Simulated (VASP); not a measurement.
# CrGa11As12 (a cell with a defect) in VASP: settings compared

One crystal, CrGa11As12 (a cell with a defect), is run at these levels: PBEsol, HSE06; tasks: single point.

All numbers are computed with VASP 6.6.1; they aren't measurements. Logs are shortened: lines on timing, memory, paths and dates and some standing lists are left out, and cuts for length are marked.

**1. Starting point**

The cell holds a defect, 24 atoms: a = 11.993 Å, b = 7.996 Å, c = 7.996 Å, α = 60.00°, β = 60.00°, γ = 60.00°.

**2. Single point, PBEsol, collinear spin, ferromagnetic start**

INCAR reads:

```
SYSTEM = CrGa11As12
  ALGO = Normal
  EDIFF = 1E-5
  ENCUT = 350
  GGA = PS
  ISIF = 2
  ISMEAR = 0
  ISPIN = 2
  ISYM = 0
  KPAR = 2
  LASPH = .TRUE.
  LCHARG = .FALSE.
  LMAXMIX = 4
  LORBIT = 11
  LREAL = Auto
  LWAVE = .FALSE.
  MAGMOM = 2 0 0 0 0 0 0 0 0 0 0 0 0 0 0 0 0 0 0 0 0 0 0 0
  NELECT = 216.0
  NELM = 120
  NUPDOWN = 2
  PREC = Accurate
  SIGMA = 0.03
```

KPOINTS reads:

```
k-points
0
G
  2 2 2
  0 0 0
```

POSCAR reads:

```
CrGa11As12                              
1.0
    0.0000000000      8.4805500000      8.4805500000
    5.6537000000      0.0000000000      5.6537000000
    5.6537000000      5.6537000000      0.0000000000
  Cr              Ga              As            
     1    11    12
Direct
     0.9983319465482915    0.0001791804240595    0.0015645793495381
     0.0014009781912815    0.0011379458854922    0.4974886586990593
     0.0001495679459148    0.5034450761611522    0.9967734092977487
     0.0014870685243828    0.4980505429487783    0.4986911522457850
     0.3328260086617140    0.0005637821256414    0.9964394306938887
     0.3344615097509109    0.9991558539623442    0.4956963134254585
     0.3344822796390493    0.4991040387830943    0.9971159682127598
     0.3352402470565892    0.4980707437051392    0.4973908329553131
     0.6679116710811536    0.0018764088002426    0.9969341531354234
     0.6665541717232056    0.9986248222428041    0.5006667870374651
     0.6654389076461551    0.5030290445663007    0.9994526631944617
     0.6677193907261334    0.4997909277426419    0.4981370328347505
     0.0823669210076268    0.1274612112686301    0.1216594109604525
     0.0841730950715263    0.1229490957037689    0.6265162074589438
     0.0841323905533337    0.6252928306764743    0.1237920710496669
     0.0851301710882849    0.6254174235522627    0.6215447619138439
     0.4176622987573170    0.1239509794593965    0.1204463758460064
     0.4160905715872724    0.1238233409267658    0.6234381842995429
     0.4149286831055839    0.6270908633134905    0.1231424471011163
     0.4174065871438681    0.6243539374518560    0.6222970513979305
     0.7475384360949144    0.1277864370045517    0.1255251133396645
     0.7510432213536870    0.1251903640831629    0.6229554291263444
     0.7499620090643419    0.6276862102705092    0.1234960798150125
     0.7513088676774572    0.6233309389414121    0.6241678866098218
```

Potentials or basis: VASP PAW PBE potentials, release 64 (Cr_pv, Ga_d, As).

Launch:

```bash
> cat potpaw_PBE.64/Cr_pv/POTCAR potpaw_PBE.64/Ga_d/POTCAR potpaw_PBE.64/As/POTCAR > POTCAR
> mpirun -np 4 vasp_std > vasp.out
```

OUTCAR:

```text
SYSTEM = CrGa11As12
   EDIFF = 1E-5
   ENCUT = 350
   GGA = PS
   ISIF = 2
   ISMEAR = 0
   ISPIN = 2
   ISYM = 0
   LASPH = .TRUE.
   LORBIT = 11
   LREAL = Auto
   NELECT = 216.0
   NELM = 120
   NUPDOWN = 2
   PREC = Accurate

 ion  position               nearest neighbor table
   1  0.998  0.000  0.002-  13 2.44  15 2.45  14 2.45  21 2.46
   2  0.001  0.001  0.497-  14 2.45  22 2.45  16 2.45  13 2.45
   3  0.000  0.503  0.997-  15 2.45  16 2.45  23 2.45  13 2.45
   4  0.001  0.498  0.499-  15 2.45  14 2.45  24 2.45  16 2.45
   5  0.333  0.001  0.996-  18 2.44  19 2.44  17 2.45  13 2.45
   6  0.334  0.999  0.496-  20 2.45  18 2.45  17 2.45  14 2.45
[... 16 lines left out ...]
  23  0.750  0.628  0.123-   9 2.44  12 2.45   3 2.45  11 2.45
  24  0.751  0.623  0.624-  12 2.45   4 2.45  10 2.45  11 2.45

IMPORTANT INFORMATION: All symmetrisations will be switched off!
NOSYMM: (Re-)initialisation of all symmetry stuff for point group C_1.

----------------------------------------------------------------------------------------

                                     Primitive cell

  volume of cell :     542.1501

  direct lattice vectors                    reciprocal lattice vectors
     0.000000000  8.480550000  8.480550000    -0.058958440  0.058958440  0.058958440
     5.653700000  0.000000000  5.653700000     0.088437660 -0.088437660  0.088437660
     5.653700000  5.653700000  0.000000000     0.088437660  0.088437660 -0.088437660

  length of vectors
    11.993308826  7.995539218  7.995539218     0.102119014  0.153178521  0.153178521

  position of ions in fractional coordinates (direct lattice)
     0.998331947  0.000179180  0.001564579
     0.001400978  0.001137946  0.497488659
     0.000149568  0.503445076  0.996773409
     0.001487069  0.498050543  0.498691152
     0.332826009  0.000563782  0.996439431
     0.334461510  0.999155854  0.495696313
[... 16 lines left out ...]
     0.749962009  0.627686210  0.123496080
     0.751308868  0.623330939  0.624167887

  ion indices of the primitive-cell ions
   primitive index   ion index
                 1           1
                 2           2
                 3           3
                 4           4
                 5           5
                 6           6
[... 16 lines left out ...]
                23          23
                24          24

----------------------------------------------------------------------------------------

 KPOINTS: k-points

Automatic generation of k-mesh.
 Grid dimensions read from file:
 generate k-points for:    2    2    2

[... 89 lines left out ...]
  ext. energy  EPLUGINS =         0.00000000
  ---------------------------------------------------
  free energy    TOTEN  =      -108.52760371 eV

  energy without entropy =     -108.52325382  energy(sigma->0) =     -108.52542876

 E-fermi :   4.8886     XC(G=0):  -9.8109

 val. band max:        4.8867954983   @ k =   0.0000   0.0000   0.0000
 cond. band min:       4.1224159537   @ k =   0.5000   0.0000   0.5000
 fundamental gap:     -0.7643795446
 Fermi energy:         4.1215207403

 spin component 1

 k-point     1 :       0.0000    0.0000    0.0000
  band No.  band energies     occupation
      1     -39.6878      1.00000
      2     -39.6625      1.00000
      3     -39.6427      1.00000
      4     -11.0635      1.00000
      5     -11.0617      1.00000
      6     -11.0556      1.00000
[... 973 lines left out ...]
    119       6.7686      0.00000
    120       6.7902      0.00000
 Fermi energy:         4.8885939107

 spin component 2

 k-point     1 :       0.0000    0.0000    0.0000
  band No.  band energies     occupation
      1     -36.9969      1.00000
      2     -36.9178      1.00000
      3     -36.8733      1.00000
      4     -11.0713      1.00000
      5     -11.0691      1.00000
      6     -11.0634      1.00000
[... 973 lines left out ...]
    119       6.9797      0.00000
    120       7.0409      0.00000
 [bands above 120 left out]

------------------------ aborting loop because EDIFF is reached ----------------------------------------

  FORCE on cell =-STRESS in cart. coord.  units (eV):
  Direction    XX          YY          ZZ          XY          YZ          ZX
  --------------------------------------------------------------------------------------
  -------------------------------------------------------------------------------------
  Total       11.2223491     11.3337336     11.3237137      1.4889250     -1.6221342      1.4542676
  in kB       33.1646044     33.4937712     33.4641601      4.4001135     -4.7937770      4.2976930
  external PRESSURE =      33.3741786 kB  Pullay stress =       0.0000000 kB

 VOLUME and BASIS-vectors are now :
 -----------------------------------------------------------------------------
  energy-cutoff  :      350.00
  volume of cell :      542.15
      direct lattice vectors                 reciprocal lattice vectors
     0.000000000  8.480550000  8.480550000    -0.058958440  0.058958440  0.058958440
     5.653700000  0.000000000  5.653700000     0.088437660 -0.088437660  0.088437660
     5.653700000  5.653700000  0.000000000     0.088437660  0.088437660 -0.088437660

 POSITION                                       TOTAL-FORCE (eV/Angst)
 -----------------------------------------------------------------------------------
      0.00986      8.47525      8.46742        -0.011404      0.006203      0.043953
      2.81909      2.82453      0.01831        -0.039030      0.015535     -0.005969
      8.48179      5.63673      2.84760        -0.039890      0.014720      0.008317
      5.63528      2.83206      2.82844        -0.000072      0.011512      0.004569
      5.63676      8.45612      2.82574         0.079379      0.015460     -0.001945
      8.45145      5.63894      8.48535         0.001731     -0.033078     -0.010500
[... 16 lines left out ...]
      4.24696      7.05830      9.90884        -0.038296      0.031704     -0.010272
      7.05298      9.90037      9.89564         0.035815     -0.028627     -0.003626
 -----------------------------------------------------------------------------------
    total drift:                               -0.003435     -0.004954      0.011095

  FREE ENERGIE OF THE ION-ELECTRON SYSTEM (eV)
  ---------------------------------------------------
  free  energy   TOTEN  =      -108.5276037054 eV

  energy  without entropy=     -108.5232538228  energy(sigma->0) =     -108.52542876

 total charge

# of ion       s       p       d       tot
------------------------------------------
    1        0.312   6.218   4.169  10.699
    2        0.903   0.800   9.993  11.696
    3        0.902   0.802   9.993  11.697
    4        0.907   0.801   9.993  11.700
    5        0.898   0.815   9.995  11.708
    6        0.900   0.808   9.994  11.702
[... 16 lines left out ...]
   23        1.215   1.606   0.032   2.854
   24        1.213   1.606   0.032   2.852
--------------------------------------------------
tot         24.790  34.325 114.509 173.624

 magnetization (x)

# of ion       s       p       d       tot
------------------------------------------
    1        0.027   0.017   2.721   2.765
    2       -0.009   0.002  -0.003  -0.010
    3       -0.009   0.003  -0.003  -0.009
    4       -0.015   0.001  -0.003  -0.016
    5       -0.009  -0.004  -0.003  -0.015
    6       -0.020  -0.001  -0.002  -0.023
[... 16 lines left out ...]
   23       -0.012  -0.004  -0.001  -0.017
   24       -0.010  -0.004  -0.002  -0.016
--------------------------------------------------
tot         -0.247  -0.327   2.705   2.131
```

OSZICAR:

```text
N       E                     dE             d eps       ncg     rms          rms(c)
DAV:   1     0.210659493504E+04    0.21066E+04   -0.72516E+04  4312   0.183E+03
DAV:   2     0.309920082528E+03   -0.17967E+04   -0.17415E+04  4544   0.541E+02
DAV:   3    -0.697938343882E+02   -0.37971E+03   -0.35090E+03  4944   0.185E+02
DAV:   4    -0.110732361041E+03   -0.40939E+02   -0.39624E+02  5268   0.582E+01
DAV:   5    -0.112969520445E+03   -0.22372E+01   -0.22010E+01  5744   0.137E+01    0.196E+01
DAV:   6    -0.137797572861E+03   -0.24828E+02   -0.14091E+02  4644   0.281E+01    0.629E+01
DAV:   7    -0.109049512940E+03    0.28748E+02   -0.52465E+01  5176   0.298E+01    0.139E+01
DAV:   8    -0.108626640976E+03    0.42287E+00   -0.15168E+01  5068   0.102E+01    0.711E+00
DAV:   9    -0.108439472901E+03    0.18717E+00   -0.19919E+00  4766   0.636E+00    0.305E+00
DAV:  10    -0.108517145053E+03   -0.77672E-01   -0.39191E-01  5336   0.167E+00    0.170E+00
DAV:  11    -0.108521554021E+03   -0.44090E-02   -0.69800E-02  4938   0.110E+00    0.813E-01
DAV:  12    -0.108525490618E+03   -0.39366E-02   -0.23436E-02  6056   0.607E-01    0.467E-01
DAV:  13    -0.108527197939E+03   -0.17073E-02   -0.61189E-03  5064   0.310E-01    0.346E-01
DAV:  14    -0.108527529478E+03   -0.33154E-03   -0.14517E-03  5224   0.203E-01    0.286E-01
DAV:  15    -0.108527543908E+03   -0.14431E-04   -0.22786E-04  5440   0.165E-01    0.223E-01
DAV:  16    -0.108527597980E+03   -0.54072E-04   -0.15397E-04  4800   0.735E-02    0.132E-01
DAV:  17    -0.108527603705E+03   -0.57253E-05   -0.48945E-05  4470   0.326E-02
   1 F= -.10852760E+03 E0= -.10852543E+03  d E =-.434988E-02  mag=     2.0000
```

stdout:

```text
POSCAR found type information on POSCAR CrGaAs
 POSCAR found :  3 types and      24 ions
 scaLAPACK will be used
 -----------------------------------------------------------------------------
|                                                                             |
|                                                                             |
|     You enforced a specific xc type in the INCAR file but a different       |
|     I HOPE YOU KNOW WHAT YOU ARE DOING!                                     |
|                                                                             |
 -----------------------------------------------------------------------------

 LDA part: xc-table for (Slater+PW92), standard interpolation
 POSCAR, INCAR and KPOINTS ok, starting setup
 FFT: planning ... GRIDC
 FFT: planning ... GRID_SOFT
 FFT: planning ... GRID
 WAVECAR not read
 entering main loop
 the old and the new charge density differ
 old charge density:   215.00000 new  216.00000
BRMIX: very serious problems
 the old and the new charge density differ
 old charge density:   215.00000 new  216.00000
    0.196E+01
```

Run time: 4.9 min. Hardware: 4 MPI ranks of Intel Xeon 6975P-C (Granite Rapids), shared host; peak memory 0.54 GiB.

Results:

- Free energy: -108.5276 eV
- Largest force: 0.616 eV/Å
- Net moment: 2.00 μB per cell
- Site moments: Cr +2.77; Ga -0.01, -0.02, -0.03; As -0.08, -0.07, -0.02, -0.03 μB
- Valence electrons inside the program's atomic spheres: Cr 10.70; Ga 11.70, 11.71; As 2.85, 2.86

Forces on the atoms (eV/Å):
```
Cr  -0.011  0.006  0.044
Ga  -0.039  0.016 -0.006
Ga  -0.040  0.015  0.008
Ga   0.000  0.012  0.005
Ga   0.079  0.015 -0.002
Ga   0.002 -0.033 -0.011
Ga  -0.002 -0.016 -0.046
Ga   0.067 -0.054 -0.042
Ga   0.038  0.015 -0.007
Ga  -0.026 -0.035  0.002
Ga  -0.030 -0.006 -0.033
Ga   0.031 -0.015 -0.011
As  -0.348 -0.333 -0.363
As   0.316  0.342 -0.366
As   0.315 -0.384  0.364
As   0.054  0.030  0.021
As  -0.027  0.041  0.040
As  -0.031  0.019  0.037
As  -0.044  0.038  0.032
As   0.001  0.026  0.018
As  -0.279  0.307  0.302
As  -0.023 -0.009  0.028
As  -0.038  0.032 -0.010
As   0.036 -0.029 -0.004
```

Caveat: the k mesh is coarse (spacing up to 0.48 Å⁻¹), so the values aren't converged; the cell is charged against a uniform background, so pressure and absolute levels hang on convention; the cutoff is under 1.25 times the usual one of these potentials, so pressure, stress and relaxed cells hold a basis-set (Pulay) error; the PAW data sets were made with another functional, which shifts forces and pressure a little; the total moment is fixed, so each spin has its own Fermi level; only a ferromagnetic start was run, and an antiferromagnetic order may lie lower in energy.

**3. Single point, HSE06, collinear spin, ferromagnetic start**

POSCAR is that of step 2.

INCAR.step1 reads:

```
SYSTEM = CrGa11As12
  ALGO = Normal
  EDIFF = 1E-5
  ENCUT = 350
  GGA = PE
  ISIF = 2
  ISMEAR = 0
  ISPIN = 2
  ISYM = -1
  KPAR = 2
  LASPH = .TRUE.
  LCHARG = .FALSE.
  LMAXMIX = 4
  LORBIT = 11
  LREAL = Auto
  LWAVE = .TRUE.
  MAGMOM = 2 0 0 0 0 0 0 0 0 0 0 0 0 0 0 0 0 0 0 0 0 0 0 0
  NELECT = 216.0
  NELM = 70
  NKRED = 2
  NUPDOWN = 2
  PREC = Accurate
  SIGMA = 0.03
  TIME = 0.4
```

INCAR.step2 reads:

```
SYSTEM = CrGa11As12
  ALGO = Damped
  EDIFF = 1E-4
  ENCUT = 350
  GGA = PE
  HFSCREEN = 0.2
  ISIF = 2
  ISMEAR = 0
  ISPIN = 2
  ISTART = 1
  ISYM = -1
  KPAR = 2
  LASPH = .TRUE.
  LCHARG = .FALSE.
  LHFCALC = .TRUE.
  LMAXMIX = 4
  LORBIT = 11
  LREAL = Auto
  LWAVE = .FALSE.
  MAGMOM = 2 0 0 0 0 0 0 0 0 0 0 0 0 0 0 0 0 0 0 0 0 0 0 0
  NELECT = 216.0
  NELM = 70
  NKRED = 2
  NUPDOWN = 2
  PREC = Accurate
  PRECFOCK = Fast
  SIGMA = 0.03
  TIME = 0.4
```

KPOINTS is that of step 2.

Potentials or basis: VASP PAW PBE potentials, release 64 (Cr_pv, Ga_d, As).

Launch:

```bash
> cat potpaw_PBE.64/Cr_pv/POTCAR potpaw_PBE.64/Ga_d/POTCAR potpaw_PBE.64/As/POTCAR > POTCAR
> cp INCAR.step1 INCAR
> mpirun -np 4 vasp_std > vasp.out
> cp INCAR.step2 INCAR
> mpirun -np 4 vasp_std > vasp.out
```

It took 67 min on 4 MPI ranks of Intel Xeon 6975P-C (Granite Rapids), shared host; peak memory 1.1 GiB.

The run converged. Its results:

- Free energy: -122.7549 eV
- Largest force: 0.133 eV/Å
- Net moment: 2.00 μB per cell
- Site moments: Cr +3.18; Ga -0.02, -0.03; As -0.11, -0.02, -0.04, -0.09, -0.01 μB
- Valence electrons inside the program's atomic spheres: Cr 10.69; Ga 11.67, 11.68; As 2.91, 2.92

Forces in eV/Å, atoms in the order of the input:
```
Cr  -0.074  0.031  0.079
Ga  -0.017  0.012  0.005
Ga  -0.015  0.031  0.001
Ga  -0.025  0.009  0.005
Ga   0.053  0.030  0.016
Ga   0.002 -0.001  0.004
Ga   0.004 -0.004 -0.024
Ga   0.038 -0.044 -0.030
Ga   0.046  0.039  0.018
Ga  -0.026 -0.048  0.030
Ga  -0.025  0.015 -0.051
Ga   0.013 -0.016 -0.014
As  -0.074 -0.067 -0.086
As   0.076  0.048 -0.089
As   0.057 -0.097  0.071
As   0.025  0.021  0.005
As  -0.005  0.030  0.006
As  -0.018 -0.006  0.023
As  -0.039  0.025  0.016
As   0.011  0.023  0.016
As  -0.002  0.029  0.032
As  -0.013 -0.029  0.006
As  -0.038  0.014 -0.026
As   0.043 -0.043 -0.013
```

Caveat: the k mesh is coarse (spacing up to 0.48 Å⁻¹), so the values aren't converged, least of all with exact exchange; the cell is charged against a uniform background, so pressure and absolute levels hang on convention; the cutoff is under 1.25 times the usual one of these potentials, so pressure, stress and relaxed cells hold a basis-set (Pulay) error; the PAW data sets were made with another functional, which shifts forces and pressure a little; the total moment is fixed, so each spin has its own Fermi level; only a ferromagnetic start was run, and an antiferromagnetic order may lie lower in energy.
